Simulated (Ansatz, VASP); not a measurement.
# SiN: VASP beside Ansatz, part 2 of 2

Wanted: the spread between two codes on one cell, functional and k mesh. The cell is invented: As first built, before any earlier steps moved the atoms (in the runner's words): it takes the ZrN structure with some of its atoms replaced by other elements, volume scaled by an estimate. It may not be a known or stable phase. The cell is taken from a series of VASP runs on this material, whose earlier steps may have relaxed, scaled or displaced it; both programs get it as it stands.

VASP 6.6.1 and Ansatz 0.2.0.

So far: Starting point; Ansatz: zone-centre phonons, LDA.

### 3. VASP: zone-centre phonons, LDA

Level of this step: LDA; plane waves and PAW (Si, N); invented cell (VASP).

The same cell, functional (in two slightly different forms), mesh and smearing now go to VASP, with its own data sets and cutoff.

Lines of VASP's logs that name or quote its potential files are left out, and so is its time.

Input file INCAR:

```
SYSTEM = SiN
PREC = Accurate
ENCUT = 520
EDIFF = 1E-08
NELM = 100
ISMEAR = 1
SIGMA = 0.2
LREAL = .FALSE.
ALGO = Normal
GGA = CA
NBANDS = 15
LORBIT = 11
LWAVE = .FALSE.
LCHARG = .FALSE.
KPAR = 2
IBRION = 8
ISIF = 2
```

Input file POSCAR:

```
SiN
1.0
    2.7096700738      0.0000000000      0.0000000000
   -1.3548350369      2.3466431169      0.0000000000
    0.0000000000      0.0000000000      5.2455828820
Si N
2 2
Direct
    0.6666666670      0.3333333330      0.7500000000
    0.3333333330      0.6666666670      0.2500000000
    0.0000000000      0.0000000000      0.0000000000
    0.0000000000      0.0000000000      0.5000000000
```

Input file KPOINTS:

```
Automatic mesh
0
Gamma
16 16 8
0 0 0
```

PAW data sets: Si and N (LDA family, release 64).

Run with:

```console
> mpirun -np 2 vasp_std
```

Numbers of over 12 decimals in the logs are rounded to 6 here.

Output:

```text
[banner, memory and clock lines left out]
running    2 mpi-ranks, on    1 nodes
 distrk:  each k-point on    1 cores,    2 groups
 distr:  one band on    1 cores,    1 groups

 POSCAR found type information on POSCAR SiN
 POSCAR found :  2 types and       4 ions
 LDA part: xc-table for (Slater(with rela. corr.)+CA(PZ))
 , standard interpolation
 POSCAR, INCAR and KPOINTS ok, starting setup
 FFT: planning ... GRIDC
 FFT: planning ... GRID_SOFT
 FFT: planning ... GRID
 WAVECAR not read
 entering main loop
       N       E                     dE             d eps       ncg     rms          rms(c)
DAV:   1     0.393851846473E+02    0.39385E+02   -0.89115E+03  4500   0.113E+03
DAV:   2    -0.291983335023E+02   -0.68584E+02   -0.64707E+02  6039   0.187E+02
DAV:   3    -0.316657341759E+02   -0.24674E+01   -0.24466E+01  6229   0.353E+01
DAV:   4    -0.316779144124E+02   -0.12180E-01   -0.12178E-01  5242   0.283E+00
DAV:   5    -0.316780280113E+02   -0.11360E-03   -0.11359E-03  6257   0.236E-01    0.107E+01
DAV:   6    -0.294793822406E+02    0.21986E+01   -0.70426E+00  5655   0.190E+01    0.529E+00
DAV:   7    -0.294776521692E+02    0.17301E-02   -0.38545E-01  5424   0.448E+00    0.244E+00
DAV:   8    -0.294584126226E+02    0.19240E-01   -0.27506E-02  5970   0.137E+00    0.682E-01
DAV:   9    -0.294555921263E+02    0.28205E-02   -0.29369E-03  6019   0.425E-01    0.894E-02
DAV:  10    -0.294556096827E+02   -0.17556E-04   -0.28233E-04  5886   0.116E-01    0.500E-02
DAV:  11    -0.294556042843E+02    0.53985E-05   -0.14965E-05  5921   0.284E-02    0.124E-02
DAV:  12    -0.294556040902E+02    0.19408E-06   -0.13492E-06  5928   0.932E-03    0.573E-03
DAV:  13    -0.294556040531E+02    0.37122E-07   -0.18292E-07  5970   0.300E-03    0.115E-03
DAV:  14    -0.294556040522E+02    0.81536E-09   -0.97250E-09  4042   0.813E-04
   1 F= -.29455604E+02 E0= -.29456407E+02  d E =0.240938E-02
 Linear response reoptimize wavefunctions to high precision
DAV:   1    -0.294556040523E+02   -0.32969E-10   -0.12487E-09  4455   0.281E-04
DAV:   2    -0.294556040523E+02   -0.15461E-10   -0.11206E-10  3461   0.785E-05
 Linear response DOF=           4
 Linear response progress:
  Degree of freedom:   1/  4
       N       E                     dE             d eps       ncg     rms          rms(c)
RMM:   1    -0.116726578008E-01   -0.11673E-01   -0.20806E-03 43992   0.798E-01
RMM:   2    -0.110324249187E-01    0.64023E-03   -0.42997E-04 31890   0.149E-01    0.833E-02
RMM:   3    -0.109779721677E-01    0.54453E-04   -0.16787E-05 33693   0.265E-02    0.491E-02
RMM:   4    -0.109691067564E-01    0.88654E-05   -0.15907E-05 33392   0.269E-02    0.399E-03
RMM:   5    -0.109675598671E-01    0.15469E-05   -0.40942E-07 34581   0.509E-03    0.743E-04
RMM:   6    -0.109679227748E-01   -0.36291E-06    0.29859E-07 35875   0.513E-04    0.332E-04
RMM:   7    -0.109680807920E-01   -0.15802E-06   -0.61829E-08 35819   0.215E-04    0.257E-05
RMM:   8    -0.109680477054E-01    0.33087E-07    0.93899E-09 36133   0.479E-05    0.141E-05
RMM:   9    -0.109680345008E-01    0.13205E-07    0.37422E-09 36674   0.217E-05    0.108E-06
RMM:  10    -0.109680362030E-01   -0.17023E-08    0.17446E-09 31868   0.138E-05    0.565E-07
 first order change of Fermi-energy   0.15664E-05
 force on displaced ion       1 direction 1 :  -0.013  -0.000   0.000
 Linear response progress:
  Degree of freedom:   2/  4
       N       E                     dE             d eps       ncg     rms          rms(c)
RMM:   1    -0.446685841915E-01   -0.44669E-01    0.71778E-02 17488   0.187E+00
RMM:   2    -0.297984942697E-01    0.14870E-01    0.31911E-03 10587   0.461E-01    0.138E-01
RMM:   3    -0.294694639870E-01    0.32903E-03   -0.13551E-04 11321   0.121E-01    0.862E-02
RMM:   4    -0.293822780549E-01    0.87186E-04   -0.20538E-03 11130   0.109E-01    0.348E-02
RMM:   5    -0.292267245462E-01    0.15555E-03   -0.69262E-04 11664   0.272E-02    0.156E-02
RMM:   6    -0.291837735237E-01    0.42951E-04   -0.17006E-04 11151   0.802E-03    0.177E-03
RMM:   7    -0.291721031765E-01    0.11670E-04   -0.57018E-05 11502   0.211E-03    0.514E-04
RMM:   8    -0.291689650433E-01    0.31381E-05   -0.21988E-05 11605   0.525E-04    0.155E-04
RMM:   9    -0.291663703225E-01    0.25947E-05    0.17043E-06 11832   0.217E-04    0.379E-05
RMM:  10    -0.291669753607E-01   -0.60504E-06   -0.58209E-06 11874   0.536E-05    0.110E-05
RMM:  11    -0.291667869123E-01    0.18845E-06   -0.14239E-06 11903   0.326E-05    0.287E-06
RMM:  12    -0.291669210776E-01   -0.13417E-06   -0.28122E-06 11700   0.209E-05    0.880E-07
RMM:  13    -0.291668040668E-01    0.11701E-06   -0.14017E-06  9111   0.178E-05    0.251E-07
RMM:  14    -0.291668977550E-01   -0.93688E-07   -0.23907E-06  8057   0.174E-05    0.132E-07
RMM:  15    -0.291668196528E-01    0.78102E-07   -0.15661E-06  7122   0.172E-05    0.919E-08
 first order change of Fermi-energy   0.38130E-04
 force on displaced ion       1 direction 3 :   0.000   0.000 -24.055
 Linear response progress:
  Degree of freedom:   3/  4
       N       E                     dE             d eps       ncg     rms          rms(c)
RMM:   1    -0.222257857338E+00   -0.22226E+00    0.16209E-01 32924   0.316E+00
RMM:   2    -0.222256058537E+00    0.17988E-05   -0.53627E-03 27123   0.485E-01    0.150E-01
RMM:   3    -0.223206693405E+00   -0.95063E-03   -0.41373E-04 26512   0.132E-01    0.828E-02
RMM:   4    -0.224659846245E+00   -0.14532E-02   -0.32578E-04 26095   0.116E-01    0.186E-02
RMM:   5    -0.224677029236E+00   -0.17183E-04   -0.12591E-05 29700   0.231E-02    0.140E-03
RMM:   6    -0.224677844436E+00   -0.81520E-06    0.40547E-07 30727   0.237E-03    0.647E-04
RMM:   7    -0.224684508574E+00   -0.66641E-05    0.14223E-06 30498   0.624E-04    0.103E-04
RMM:   8    -0.224682940321E+00    0.15683E-05    0.55176E-08 31140   0.163E-04    0.352E-05
RMM:   9    -0.224683109718E+00   -0.16940E-06    0.10518E-07 31289   0.743E-05    0.384E-06
RMM:  10    -0.224683117836E+00   -0.81183E-08   -0.45737E-09 31426   0.469E-05    0.182E-06
 first order change of Fermi-energy  -0.66259E-04
 force on displaced ion       3 direction 1 :  -0.200   0.000   0.000
 Linear response progress:
  Degree of freedom:   4/  4
       N       E                     dE             d eps       ncg     rms          rms(c)
RMM:   1    -0.252838126634E+00   -0.25284E+00    0.25274E-01 12478   0.332E+00
RMM:   2    -0.251468027136E+00    0.13701E-02   -0.61819E-03 10503   0.532E-01    0.186E-01
RMM:   3    -0.252362969043E+00   -0.89494E-03   -0.50505E-04 10120   0.141E-01    0.102E-01
RMM:   4    -0.253802547262E+00   -0.14396E-02   -0.32817E-04 10091   0.114E-01    0.204E-02
RMM:   5    -0.253873518443E+00   -0.70971E-04   -0.11757E-05 11278   0.211E-02    0.784E-03
RMM:   6    -0.253862450531E+00    0.11068E-04   -0.10323E-06 10657   0.680E-03    0.135E-03
RMM:   7    -0.253883243571E+00   -0.20793E-04   -0.35759E-07 11638   0.169E-03    0.605E-04
RMM:   8    -0.253880750030E+00    0.24935E-05   -0.25644E-07 11610   0.436E-04    0.127E-04
RMM:   9    -0.253880439862E+00    0.31017E-06   -0.47510E-08 12028   0.115E-04    0.385E-05
RMM:  10    -0.253880371684E+00    0.68178E-07   -0.53747E-08 11892   0.697E-05    0.472E-06
RMM:  11    -0.253880366748E+00    0.49357E-08   -0.39503E-08 11734   0.517E-05    0.165E-06
 first order change of Fermi-energy   0.81006E-04
 force on displaced ion       3 direction 3 :  -0.000   0.000   5.099
 Linear response finished
```

From OUTCAR (step 3):

```text
ion  position               nearest neighbor table
   1  0.667  0.333  0.750-   3 2.04   4 2.04   3 2.04   4 2.04   3 2.04   4 2.04   2 3.05   2 3.05
                             2 3.05   2 3.05   2 3.05   2 3.05
   2  0.333  0.667  0.250-   3 2.04   4 2.04   3 2.04   4 2.04   3 2.04   4 2.04   1 3.05   1 3.05
                             1 3.05   1 3.05   1 3.05   1 3.05
   3  0.000  0.000  0.000-   1 2.04   2 2.04   2 2.04   1 2.04   1 2.04   2 2.04
   4  0.000  0.000  0.500-   1 2.04   2 2.04   2 2.04   1 2.04   1 2.04   2 2.04

  LATTYP: Found a hexagonal cell.
 ALAT       =     2.7096700738
 C/A-ratio  =     1.9358751210

 Subroutine GETGRP returns: Found 24 space group operations
 (whereof 12 operations were pure point group operations)

The static configuration has the point symmetry D_3d.
 The point group associated with its full space group is D_6h.

 Found    150 irreducible k-points:

   k-points           NKPTS =    150   k-points in BZ     NKDIM =    150   number of bands    NBANDS=     15

   dimension x,y,z NGX =    20 NGY =   20 NGZ =   40
   dimension x,y,z NGXF=    40 NGYF=   40 NGZF=   80

   ENCUT  =  520.0 eV  38.22 Ry    6.18 a.u.   5.04  5.04  9.75*2*pi/ulx,y,z

   NELECT =      18.0000    total number of electrons

 k-points in reciprocal lattice and weights: Automatic mesh
   0.00000000  0.00000000  0.00000000       0.000
   0.06250000  0.00000000  0.00000000       0.003
   0.12500000  0.00000000  0.00000000       0.003
   0.18750000 -0.00000000  0.00000000       0.003
   0.25000000  0.00000000  0.00000000       0.003
   0.31250000  0.00000000  0.00000000       0.003
   0.37500000 -0.00000000  0.00000000       0.003
   0.43750000 -0.00000000  0.00000000       0.003
   0.50000000  0.00000000  0.00000000       0.001
[...]
0.37500000  0.25000000  0.50000000       0.003
   0.31250000  0.31250000  0.50000000       0.003

 average (electrostatic) potential at core
       1 -79.6099       2 -79.6099       3 -56.8886       4 -56.8886

  Total       -0.2312006     -0.2312006     -0.1467580      0.0000000      0.0000000      0.0000000
  in kB      -11.1056063    -11.1056063     -7.0494470      0.0000000      0.0000000      0.0000000
  external PRESSURE =      -9.7535532 kB  Pullay stress =       0.0000000 kB

  energy-cutoff  :      520.00
  volume of cell :       33.35
      direct lattice vectors                 reciprocal lattice vectors
     2.709670074  0.000000000  0.000000000     0.369048619  0.213070320  0.000000000
    -1.354835037  2.346643117  0.000000000     0.000000000  0.426140640  0.000000000
     0.000000000  0.000000000  5.245582882     0.000000000  0.000000000  0.190636584

 POSITION                                       TOTAL-FORCE (eV/Angst)
 -----------------------------------------------------------------------------------
      1.35484      0.78221      3.93419         0.000000     -0.000000      0.000000
     -0.00000      1.56443      1.31140        -0.000000      0.000000      0.000000
      0.00000      0.00000      0.00000        -0.000000     -0.000000      0.000000
      0.00000      0.00000      2.62279         0.000000     -0.000000      0.000000
 -----------------------------------------------------------------------------------
    total drift:                               -0.000000      0.000000     -0.000000

 Eigenvectors and eigenvalues of the dynamical matrix
 ----------------------------------------------------

   1 f  =   20.981060 THz   131.827887 2PiTHz  699.852823 cm-1    86.770652 meV
             X         Y         Z           dx          dy          dz
      1.354835  0.782214  3.934187    -0.000000   -0.000000   -0.707107
     -0.000000  1.564429  1.311396    -0.000000    0.000000    0.707107
      0.000000  0.000000  0.000000     0.000000   -0.000000    0.000000
      0.000000  0.000000  2.622791    -0.000000    0.000000   -0.000000

   2 f  =    5.853143 THz    36.776379 2PiTHz  195.239819 cm-1    24.206642 meV
             X         Y         Z           dx          dy          dz
      1.354835  0.782214  3.934187     0.000000   -0.000000   -0.000000
     -0.000000  1.564429  1.311396     0.000000   -0.000000   -0.000000
      0.000000  0.000000  0.000000    -0.707107    0.000000   -0.000000
      0.000000  0.000000  2.622791     0.707107   -0.000000   -0.000000

   3 f  =    5.853143 THz    36.776379 2PiTHz  195.239818 cm-1    24.206641 meV
             X         Y         Z           dx          dy          dz
      1.354835  0.782214  3.934187    -0.000000   -0.000000    0.000000
     -0.000000  1.564429  1.311396    -0.000000   -0.000000    0.000000
      0.000000  0.000000  0.000000    -0.000000   -0.707107    0.000000
      0.000000  0.000000  2.622791     0.000000    0.707107   -0.000000

   4 f  =    3.722044 THz    23.386295 2PiTHz  124.154037 cm-1    15.393132 meV
             X         Y         Z           dx          dy          dz
      1.354835  0.782214  3.934187     0.707107    0.000000   -0.000000
     -0.000000  1.564429  1.311396    -0.707107   -0.000000    0.000000
      0.000000  0.000000  0.000000    -0.000000    0.000000   -0.000000
      0.000000  0.000000  2.622791    -0.000000    0.000000   -0.000000

   5 f  =    3.722044 THz    23.386295 2PiTHz  124.154037 cm-1    15.393132 meV
             X         Y         Z           dx          dy          dz
      1.354835  0.782214  3.934187     0.000000   -0.707107    0.000000
     -0.000000  1.564429  1.311396    -0.000000    0.707107   -0.000000
      0.000000  0.000000  0.000000     0.000000    0.000000    0.000000
      0.000000  0.000000  2.622791     0.000000   -0.000000    0.000000

   6 f  =    0.003102 THz     0.019489 2PiTHz    0.103465 cm-1     0.012828 meV
             X         Y         Z           dx          dy          dz
      1.354835  0.782214  3.934187     0.000000    0.000000   -0.577478
     -0.000000  1.564429  1.311396     0.000000    0.000000   -0.577478
      0.000000  0.000000  0.000000     0.000000    0.000000   -0.408068
      0.000000  0.000000  2.622791     0.000000    0.000000   -0.408068

   7 f  =    0.002666 THz     0.016750 2PiTHz    0.088921 cm-1     0.011025 meV
             X         Y         Z           dx          dy          dz
      1.354835  0.782214  3.934187     0.538129   -0.209481    0.000000
     -0.000000  1.564429  1.311396     0.538129   -0.209481    0.000000
      0.000000  0.000000  0.000000     0.380288   -0.148038    0.000000
[... the rest is left out ...]
```

### 4. Differences

Known differences besides the potentials themselves: the two LDA forms differ slightly; the cutoff is 420 eV in Ansatz and 520 eV in VASP; VASP's log shows a relativistic correction to its local exchange, Ansatz's none. Total energies have different zeros and are not compared.

The two programs side by side:

| quantity | Ansatz | VASP | difference |
| --- | --- | --- | --- |
| optical mode 1 (imaginary, printed as negative) (cm⁻¹) | -395.8 | -387.4 | -8.4 |
| optical mode 2 (imaginary, printed as negative) (cm⁻¹) | -277.1 | -268.3 | -8.8 |
| optical mode 3 to 4 (imaginary, printed as negative) (cm⁻¹) | -219.5 | -213.3 | -6.1 |
| optical mode 5 to 6 (cm⁻¹) | 120.8 | 124.2 | -2.72 % |
| optical mode 7 to 8 (cm⁻¹) | 189.3 | 195.2 | -3.03 % |
| optical mode 9 (cm⁻¹) | 696.3 | 699.9 | -0.50 % |

Modes are paired by rising frequency and degeneracy, not by their patterns, so a pair may still set unlike modes beside each other.

### 5. Outcome

| Item | Value |
| --- | --- |
| r.m.s. difference of the optical zone-centre modes, each program's sorted by frequency (zone-centre phonons, LDA) | 6.0 cm⁻¹ |
| difference in optical mode 7 to 8 (zone-centre phonons, LDA) | -3.0 % |

In words: The r.m.s. difference of the optical zone-centre modes, each program's sorted by frequency is 6.0 cm⁻¹ (zone-centre phonons, LDA). Among the rows given in per cent, the largest difference of the zone-centre phonons, LDA pair is in optical mode 7 to 8, -3.0 %. Such differences can come from data sets, numerical settings and the points named under the comparisons, not from the functional's error against experiment.

[Lines on the potential files, build, host, timing and source positions are cut from VASP's logs without a mark.]

[Logs are printed without paths, hosts, clocks, repeated set-up lines and the standing remarks that a program may print on its own settings, such as how far it seeks lower states.]

[Hosts, paths, dates, database ids (printed as entryN), source tags and the programs' standing remarks are cut or masked in the printed files.]
